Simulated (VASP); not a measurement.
Data:

```
InAs
1.0
    0.00000     3.04561     3.04561
    3.04561     0.00000     3.04561
    3.04561     3.04561     0.00000
In As
1 1
Direct
  0.00000   0.00000   0.00000
  0.25000   0.25000   0.25000
```

Calculation: SCAN meta-GGA, VASP's PBE PAW potentials (set 64) (plane waves; VASP). Run with 520 eV cut-off, 12×12×12 Γ-centred mesh, tetrahedra with Blöchl corrections, potentials In_d As.

Give the energies of bands 7 to 12 at the high-symmetry points, in eV from the Fermi level.

```csv
band,Γ,X,U,L,W
7,-0.09,-5.93,-5.80,-5.84,-5.79
8,0.00,-2.34,-3.27,-1.00,-2.95
9,0.00,-2.34,-1.96,-1.00,-2.87
10,0.00,1.77,2.34,1.13,4.46
11,4.15,2.29,4.53,4.96,4.55
12,4.15,9.51,7.62,4.96,5.27
```

It has no gap at this level: it comes out as a metal or semimetal.

The compound is InAs in the zinc blende structure. It was relaxed first.
